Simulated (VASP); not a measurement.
# TiSi2: structure and properties in VASP, part 3 of 6

What structure does TiSi2 take at this level, and what are its properties? The start is a computed cell from the Materials Project.

VASP 6.6.1; PBE with D3; plane waves and PAW (Ti_sv, Si).

So far. Step 3 (Second relaxation): It ends with a largest force of 0.001 eV/Å and a pressure of 0.00 GPa. The volume moved by under 0.01 %: the run met its threshold at the first step. Step 4 (Density, ELF and potential (PBE + D3)): In this run the pressure is 0.00 GPa, small enough to go on; single stress components reach 0.01 GPa.

**5. Bands along the symmetry lines (PBE + D3)**

Levels along the symmetry lines show where the bands peak and cross; KPOINTS_OPT computes them in the converged potential.

INCAR reads:

```
SYSTEM = TiSi2
PREC = Accurate
ENCUT = 400
EDIFF = 1E-06
NELM = 100
ISMEAR = 0
SIGMA = 0.05
LREAL = .FALSE.
ALGO = Normal
GGA = PE
IVDW = 11
NBANDS = 36
LORBIT = 11
LWAVE = .FALSE.
LCHARG = .FALSE.
KPAR = 2
```

POSCAR reads:

```
TiSi2
1.0
    0.0000000000      4.0815558626      4.2271379843
    2.3741143990      0.0000000000      4.2271379843
    2.3741143990      4.0815558626      0.0000000000
Ti Si
2 4
Direct
    0.7500000000      0.7500000000      0.7500000000
    0.5000000000      0.5000000000      0.5000000000
    0.4137701645      0.0862298355      0.4137701645
    0.0862298355      0.4137701645      0.0862298355
    0.1637701645      0.8362298355      0.1637701645
    0.8362298355      0.1637701645      0.8362298355
```

KPOINTS reads:

```
Automatic mesh
0
Gamma
6 6 6
0 0 0
```

KPOINTS_OPT reads:

```
Line mode
16
Line-mode
Reciprocal
  0.00000000   0.00000000   0.00000000 GAMMA
  0.50000000   0.00000000   0.50000000 Y

  0.50000000   0.00000000   0.50000000 Y
  1.00000000   0.50000000   0.50000000 T

  1.00000000   0.50000000   0.50000000 T
  0.50000000   0.50000000   0.00000000 Z

  0.50000000   0.50000000   0.00000000 Z
  0.00000000   0.00000000   0.00000000 GAMMA

  0.00000000   0.00000000   0.00000000 GAMMA
  0.00000000   0.41344355   0.41344355 X

  0.00000000   0.41344355   0.41344355 X
  0.50000000   0.24427415   0.74427415 A1

  0.50000000   0.24427415   0.74427415 A1
  0.50000000   0.00000000   0.50000000 Y

  1.00000000   0.50000000   0.50000000 T
  1.00000000   0.58655645   0.58655645 X1

  0.00000000   0.41344355   0.41344355 X
  0.50000000   0.75572585   0.25572585 A

  0.50000000   0.75572585   0.25572585 A
  0.50000000   0.50000000   0.00000000 Z

  0.50000000   0.50000000   0.50000000 L
  0.00000000   0.00000000   0.00000000 GAMMA
```

The projector-augmented-wave data sets are Ti_sv and Si (PBE family, release 64).

The run is started by

```
> mpirun -np 2 vasp_std
```

The program printed:

```text
[... set-up lines as in an earlier step ...]
 entering main loop
       N       E                     dE             d eps       ncg     rms          rms(c)
DAV:   1     0.350058465312E+03    0.35006E+03   -0.15312E+04  3312   0.991E+02
DAV:   2    -0.412790553137E+01   -0.35419E+03   -0.33803E+03  3368   0.322E+02
DAV:   3    -0.413745783101E+02   -0.37247E+02   -0.36435E+02  5132   0.929E+01
DAV:   4    -0.440336951420E+02   -0.26591E+01   -0.26303E+01  4508   0.221E+01
DAV:   5    -0.441568824357E+02   -0.12319E+00   -0.12316E+00  4692   0.420E+00    0.192E+01
DAV:   6    -0.412897533718E+02    0.28671E+01   -0.15090E+01  4316   0.321E+01    0.687E+00
DAV:   7    -0.407430493579E+02    0.54670E+00   -0.29354E+00  3860   0.149E+01    0.567E+00
DAV:   8    -0.406906438603E+02    0.52405E-01   -0.50744E-01  3920   0.603E+00    0.204E+00
DAV:   9    -0.406618279567E+02    0.28816E-01   -0.12170E-01  3900   0.330E+00    0.550E-01
DAV:  10    -0.406623543327E+02   -0.52638E-03   -0.65328E-03  4152   0.444E-01    0.314E-01
DAV:  11    -0.406621269610E+02    0.22737E-03   -0.35078E-03  4624   0.457E-01    0.188E-01
DAV:  12    -0.406620007716E+02    0.12619E-03   -0.61401E-04  3908   0.222E-01    0.234E-02
DAV:  13    -0.406619995265E+02    0.12451E-05   -0.20535E-05  4232   0.296E-02    0.155E-02
DAV:  14    -0.406619979861E+02    0.15404E-05   -0.29278E-06  3672   0.111E-02    0.341E-03
DAV:  15    -0.406619980004E+02   -0.14273E-07   -0.86718E-08  2020   0.205E-03
   1 F= -.42804226E+02 E0= -.42802962E+02  d E =-.252811E-02
 Start KPOINTS_OPT (optional k-point list driver)
k-point batch [1-46\176]
       N       E                     dE             ncg
DAV:   1     0.454076072016E+04   -0.32327E+05     3320
DAV:   2    -0.119080243008E+05   -0.16449E+05     3344
DAV:   3    -0.136756999811E+05   -0.17677E+04     5124
DAV:   4    -0.138117102309E+05   -0.13601E+03     4440
DAV:   5    -0.138180264953E+05   -0.63163E+01     4492
DAV:   6    -0.138180751800E+05   -0.48685E-01     4288
DAV:   7    -0.138180762257E+05   -0.10457E-02     4572
DAV:   8    -0.138180762470E+05   -0.21309E-04     4028
DAV:   9    -0.138180762476E+05   -0.63191E-06     2796
[...]
k-point batch [139-176\176]
       N       E                     dE             ncg
DAV:   1     0.125777356211E+05   -0.25909E+05     2736
DAV:   2    -0.104663820240E+04   -0.13624E+05     2796
DAV:   3    -0.249382164137E+04   -0.14472E+04     4168
DAV:   4    -0.261160712224E+04   -0.11779E+03     3700
DAV:   5    -0.261674126793E+04   -0.51341E+01     3608
DAV:   6    -0.261677935020E+04   -0.38082E-01     3568
DAV:   7    -0.261678040145E+04   -0.10513E-02     3676
DAV:   8    -0.261678043273E+04   -0.31276E-04     3352
DAV:   9    -0.261678043397E+04   -0.12435E-05     2200
DAV:  10    -0.261678043407E+04   -0.95674E-07     1856
```

Run time: 3 min. Hardware: 2 MPI ranks of Intel Xeon Platinum 8488C (Sapphire Rapids), shared host; peak memory 0.56 GiB.

Parts of OUTCAR (step 5):

```text
   k-points           NKPTS =     46   k-points in BZ     NKDIM =     46   number of bands    NBANDS=     36

   NELECT =      40.0000    total number of electrons

 E-fermi :  10.5490

 k-point     1 :       0.0000    0.0000    0.0000
  band No.  band energies     occupation
    ...
     17       8.1723      2.00000
     18       8.4201      2.00000
     19       8.6908      2.00000
     20       9.0772      2.00000
     21       9.5319      2.00000
     22      12.6053      0.00000
     23      13.6936      0.00000
     24      13.9913      0.00000
     25      13.9922      0.00000
     26      14.0352      0.00000
    ...

 Edisp (eV)   -2.14223

  Total      -0.00294    -0.00302    -0.00116     0.00000     0.00000     0.00000
  in kB      -0.05752    -0.05903    -0.02262     0.00000     0.00000     0.00000
  external pressure =       -0.05 kB  Pullay stress =        0.00 kB

 POSITION                                       TOTAL-FORCE (eV/Angst)
 -----------------------------------------------------------------------------------
      3.56117      6.12233      6.34071        -0.000000     -0.000000     -0.000000
      2.37411      4.08156      4.22714         0.000000     -0.000000      0.000000
      1.18706      3.37765      2.11357        -0.000000      0.000480     -0.000000
      1.18706      0.70390      2.11357        -0.000000     -0.000480     -0.000000
      2.37411      1.33687      4.22714        -0.000000      0.000480      0.000000
      2.37411      6.82624      4.22714        -0.000000     -0.000480      0.000000
 -----------------------------------------------------------------------------------
    total drift:                               -0.000000     -0.000000      0.000000

  FREE ENERGIE OF THE ION-ELECTRON SYSTEM (eV)
  ---------------------------------------------------
  free  energy   TOTEN  =       -42.8042258085 eV

  energy  without entropy=      -42.8016977025  energy(sigma->0) =      -42.80296176

[... 9 parts as in an earlier step ...]

[... 7 further parts left out ...]
```

This step gave:

* SCF cycles: 15
* bands: 36
* pressure: -0.004639 GPa

Electronic bands along the path, in eV, zero at the Fermi level; # counts the bands kept in this run, so #1 is VASP's band 10:

| point | #8 | #9 | #10 | #11 | #12 | #13 | #14 | #15 |
| --- | --- | --- | --- | --- | --- | --- | --- | --- |
| Γ | -2.38 | -2.13 | -1.86 | -1.47 | -1.02 | 2.06 | 3.14 | 3.44 |
| 0.47 of the way | -1.94 | -1.67 | -1.57 | -1.48 | -1.26 | 1.68 | 3.07 | 3.13 |
| Y | -2.45 | -2.45 | -0.95 | -0.95 | 1.25 | 1.25 | 3.35 | 3.35 |
| 0.47 of the way | -1.23 | -1.23 | -0.83 | -0.83 | 0.97 | 0.97 | 2.69 | 2.69 |
| T | -1.24 | -1.24 | -0.73 | -0.73 | 0.82 | 0.82 | 2.30 | 2.30 |
| 0.47 of the way | -1.38 | -1.38 | -0.50 | -0.50 | 0.68 | 0.68 | 2.03 | 2.03 |
| Z | -1.65 | -1.65 | -1.08 | -1.08 | 0.72 | 0.72 | 3.25 | 3.25 |
| 0.47 of the way | -1.88 | -1.74 | -1.72 | -1.32 | -1.18 | 1.41 | 3.19 | 3.23 |
| Γ | -2.38 | -2.13 | -1.86 | -1.47 | -1.02 | 2.06 | 3.14 | 3.44 |
| 0.47 of the way | -2.43 | -0.49 | -0.40 | -0.20 | -0.13 | 1.65 | 1.79 | 2.12 |
| X | -1.43 | -0.51 | -0.01 | 0.02 | 0.71 | 0.90 | 1.81 | 2.55 |
| 0.47 of the way | -1.40 | -0.73 | -0.35 | 0.06 | 0.89 | 1.26 | 1.27 | 1.90 |
| A1 | -1.77 | -1.77 | -1.48 | -1.48 | 1.37 | 1.37 | 2.17 | 2.17 |
| 0.53 of the way | -1.68 | -1.68 | -1.22 | -1.22 | 1.32 | 1.32 | 2.80 | 2.80 |
| Y | -2.45 | -2.45 | -0.95 | -0.95 | 1.25 | 1.25 | 3.35 | 3.35 |
| jump to T | -1.24 | -1.24 | -0.73 | -0.73 | 0.82 | 0.82 | 2.30 | 2.30 |
| 0.53 of the way | -1.12 | -0.88 | -0.52 | -0.34 | 0.79 | 0.86 | 2.05 | 2.50 |
| X1 | -1.43 | -0.51 | -0.01 | 0.02 | 0.71 | 0.90 | 1.81 | 2.55 |
| jump to X | -1.43 | -0.51 | -0.01 | 0.02 | 0.71 | 0.90 | 1.81 | 2.55 |
| 0.53 of the way | -1.85 | -0.69 | -0.65 | -0.59 | 1.18 | 1.30 | 2.27 | 2.37 |
| A | -1.77 | -1.77 | -1.48 | -1.48 | 1.37 | 1.37 | 2.17 | 2.17 |
| 0.53 of the way | -1.81 | -1.81 | -1.25 | -1.25 | 1.14 | 1.14 | 1.92 | 1.92 |
| Z | -1.65 | -1.65 | -1.08 | -1.08 | 0.72 | 0.72 | 3.25 | 3.25 |
| jump to L | -2.05 | -1.16 | -0.10 | 0.08 | 0.97 | 1.35 | 1.69 | 2.24 |
| 0.47 of the way | -1.84 | -1.49 | -1.25 | -0.96 | -0.35 | 1.37 | 2.62 | 2.67 |
| Γ | -2.38 | -2.13 | -1.86 | -1.47 | -1.02 | 2.06 | 3.14 | 3.44 |

Of the projections kept (Ti, Si), the largest for each band there, as a share of the weight inside these atoms' spheres; weight between the spheres isn't counted:

| point | #8 | #9 | #10 | #11 | #12 | #13 | #14 | #15 |
| --- | --- | --- | --- | --- | --- | --- | --- | --- |
| Γ | Ti 0.55 | Si 0.82 | Ti 0.50 | Ti 0.66 | Ti 0.88 | Ti 1.00 | Ti 0.90 | Ti 0.99 |
| Y | Si 0.58 | Si 0.58 | Ti 0.83 | Ti 0.83 | Ti 0.91 | Ti 0.91 | Ti 0.85 | Ti 0.85 |
| T | Ti 0.61 | Ti 0.61 | Ti 0.77 | Ti 0.77 | Ti 0.90 | Ti 0.90 | Ti 0.76 | Ti 0.76 |
| Z | Ti 0.52 | Ti 0.52 | Ti 0.89 | Ti 0.89 | Ti 0.77 | Ti 0.77 | Ti 0.81 | Ti 0.81 |
| Γ | Ti 0.55 | Si 0.82 | Ti 0.50 | Ti 0.66 | Ti 0.88 | Ti 1.00 | Ti 0.90 | Ti 0.99 |
| X | Ti 0.63 | Ti 0.80 | Ti 0.88 | Ti 0.82 | Ti 0.90 | Ti 0.94 | Ti 0.55 | Ti 0.92 |

There is no gap at this level.

Of the bands kept, 4 cross the Fermi level on this path.

**6. Total and projected DOS (PBE + D3)**

A density of states needs more k-points than a total energy, and tetrahedra (ISMEAR = -5) or a smearing that fits the mesh; LORBIT projects the states on the PAW spheres. The mesh is finer than in the run before.

Edit INCAR of step 5 so:

```diff
@@ -5,3 +5,3 @@
 NELM = 100
-ISMEAR = 0
+ISMEAR = -5
 SIGMA = 0.05
@@ -16 +16,2 @@
 KPAR = 2
+NEDOS = 2001
```

POSCAR is that of step 5.

KPOINTS reads:

```
Automatic mesh
0
Gamma
9 9 9
0 0 0
```

The run is started by

```
> mpirun -np 2 vasp_std
```

The program printed:

```text
[... set-up lines as in an earlier step ...]
 entering main loop
       N       E                     dE             d eps       ncg     rms          rms(c)
DAV:   1     0.353130909958E+03    0.35313E+03   -0.15378E+04  9008   0.991E+02
DAV:   2    -0.382131512050E+01   -0.35695E+03   -0.34048E+03  9128   0.322E+02
DAV:   3    -0.413119596155E+02   -0.37491E+02   -0.36661E+02 13952   0.929E+01
DAV:   4    -0.440288742419E+02   -0.27169E+01   -0.26871E+01 12424   0.224E+01
DAV:   5    -0.441445696770E+02   -0.11570E+00   -0.11564E+00 12716   0.415E+00    0.192E+01
DAV:   6    -0.412766989109E+02    0.28679E+01   -0.15174E+01 11920   0.321E+01    0.693E+00
DAV:   7    -0.407181647631E+02    0.55853E+00   -0.30125E+00 10644   0.150E+01    0.570E+00
DAV:   8    -0.406633744549E+02    0.54790E-01   -0.51432E-01 10532   0.609E+00    0.203E+00
DAV:   9    -0.406354145726E+02    0.27960E-01   -0.12390E-01 10652   0.332E+00    0.554E-01
DAV:  10    -0.406357477300E+02   -0.33316E-03   -0.66422E-03 11460   0.450E-01    0.315E-01
DAV:  11    -0.406354035568E+02    0.34417E-03   -0.37100E-03 12916   0.472E-01    0.198E-01
DAV:  12    -0.406353223182E+02    0.81239E-04   -0.69090E-04 10696   0.237E-01    0.236E-02
DAV:  13    -0.406353158567E+02    0.64615E-05   -0.24373E-05 11236   0.324E-02    0.153E-02
DAV:  14    -0.406353150881E+02    0.76861E-06   -0.29594E-06 10196   0.112E-02
   1 F= -.42777543E+02 E0= -.42777543E+02  d E =0.000000E+00
 -----------------------------------------------------------------------------
|                                                                             |
|           W    W    AA    RRRRR   N    N  II  N    N   GGGG   !!!           |
|           W    W   A  A   R    R  NN   N  II  NN   N  G    G  !!!           |
|           W    W  A    A  R    R  N N  N  II  N N  N  G       !!!           |
|           W WW W  AAAAAA  RRRRR   N  N N  II  N  N N  G  GGG   !            |
|           WW  WW  A    A  R   R   N   NN  II  N   NN  G    G                |
|           W    W  A    A  R    R  N    N  II  N    N   GGGG   !!!           |
|                                                                             |
|     Tetrahedron method does not include variations of the Fermi             |
|     occupations, so forces and stress will be inaccurate. We suggest        |
|     using a different smearing scheme ISMEAR = 1 or 2 for metals in         |
|     relaxations.                                                            |
|                                                                             |
 -----------------------------------------------------------------------------
```

Run time: 2.5 min. Hardware: 2 MPI ranks; peak memory 0.65 GiB; 4.9 min of CPU time.

OUTCAR, selected parts (step 6):

```text
   k-points           NKPTS =    125   k-points in BZ     NKDIM =    125   number of bands    NBANDS=     36

   NELECT =      40.0000    total number of electrons

 E-fermi :  10.4510

 k-point     1 :       0.0000    0.0000    0.0000
  band No.  band energies     occupation
    ...
     17       8.1735      2.00000
     18       8.4210      2.00000
     19       8.6920      2.00000
     20       9.0772      2.00000
     21       9.5328      2.00000
     22      12.6070      0.00000
     23      13.6964      0.00000
     24      13.9949      0.00000
     25      13.9975      0.00000
     26      14.0348      0.00000
    ...

 Edisp (eV)   -2.14223

  Total       0.03212    -0.43040     0.43271     0.00000     0.00000     0.00000
  in kB       0.62818    -8.41740     8.46258     0.00000     0.00000     0.00000
  external pressure =        0.22 kB  Pullay stress =        0.00 kB

 POSITION                                       TOTAL-FORCE (eV/Angst)
 -----------------------------------------------------------------------------------
      3.56117      6.12233      6.34071         0.000000      0.000000      0.000000
      2.37411      4.08156      4.22714        -0.000000      0.000000      0.000000
      1.18706      3.37765      2.11357         0.000000     -0.022991     -0.000000
      1.18706      0.70390      2.11357         0.000000      0.022991     -0.000000
      2.37411      1.33687      4.22714        -0.000000     -0.022991      0.000000
      2.37411      6.82624      4.22714        -0.000000      0.022991      0.000000
 -----------------------------------------------------------------------------------
    total drift:                               -0.000000     -0.000000      0.000000

  FREE ENERGIE OF THE ION-ELECTRON SYSTEM (eV)
  ---------------------------------------------------
  free  energy   TOTEN  =       -42.7775428961 eV

  energy  without entropy=      -42.7775428961  energy(sigma->0) =      -42.77754290

[... 7 parts as in an earlier step ...]

[... 9 further parts left out ...]
```

With tetrahedra the forces and stress of a metal are not exact derivatives of the energy.

This step gave:

* SCF cycles: 14
* irreducible k-points: 125
* free energy (TOTEN): -42.78 eV
* Fermi energy: 10.45 eV
* pressure: 0.02245 GPa
* DOS at the Fermi level, one point of the energy grid: 2.272 states/eV/cell

The density of states has structure finer than the step of the table below, so its rows give means over 1 eV, whole bins alone (the curve runs from -12.0 to 3.88 eV). Peaks (eV: height): total -1.0: 5.80, 2.8: 10.2, 2.9: 8.61, 3.8: 7.73; Ti d 1.5: 2.64, 2.8: 6.14, 2.9: 5.50, 3.8: 3.63; Si p -2.8: 0.739, -2.0: 0.938, -1.6: 0.866, -1.3: 0.873; Si s -10.7: 0.644, -8.0: 0.630, 2.8: 0.591, 3.3: 0.548.

States under -12.0 eV and over 3.9 eV are left out. Density of states against energy, zero at the Fermi level; means over each step; values in states/eV/cell:

| energy (eV) | total | Ti d | Si p | Si s |
| --- | --- | --- | --- | --- |
| -11 | 1.12 | 0.00688 | 0.0378 | 0.395 |
| -10 | 0.843 | 0.0130 | 0.0443 | 0.286 |
| -9 | 1.16 | 0.0293 | 0.0828 | 0.369 |
| -8 | 1.61 | 0.0672 | 0.135 | 0.486 |
| -7 | 1.10 | 0.0583 | 0.111 | 0.308 |
| -6 | 1.47 | 0.0852 | 0.160 | 0.385 |
| -5 | 1.72 | 0.121 | 0.355 | 0.153 |
| -4 | 2.11 | 0.196 | 0.445 | 0.170 |
| -3 | 2.59 | 0.353 | 0.550 | 0.144 |
| -2 | 3.85 | 0.859 | 0.780 | 0.115 |
| -1 | 4.60 | 1.76 | 0.646 | 0.0646 |
| 0 | 2.15 | 1.07 | 0.230 | 0.0261 |
| 1 | 2.75 | 1.60 | 0.198 | 0.0518 |
| 2 | 2.45 | 1.31 | 0.260 | 0.111 |
| 3 | 6.10 | 3.72 | 0.405 | 0.360 |

The finer mesh and the other smearing move the Fermi level by -0.10 eV from the 6×6×6 run, one measure of the sampling error in the zero of the bands above. Of the states within 0.3 eV of the Fermi level, the largest shares in the PAW spheres are Ti d 51 % and Si p 10 %. The rest lies in smaller channels or between the spheres.

(Part 3 of 6 ends here.)

[Lines on the potential files, build, host, timing and source positions are cut from VASP's logs without a mark.]

[Logs are printed without paths, hosts, clocks, repeated set-up lines and the standing remarks that a program may print on its own settings, such as how far it seeks lower states.]

[Hosts, paths, dates, database ids (printed as entryN), source tags and the programs' standing remarks are cut or masked in the printed files.]

[A measured line is paired with the nearest computed mode of its activity, which favours agreement.]

[In band tables of VASP the shares of atoms and orbitals are scaled to a sum of 1 inside the atoms' spheres.]
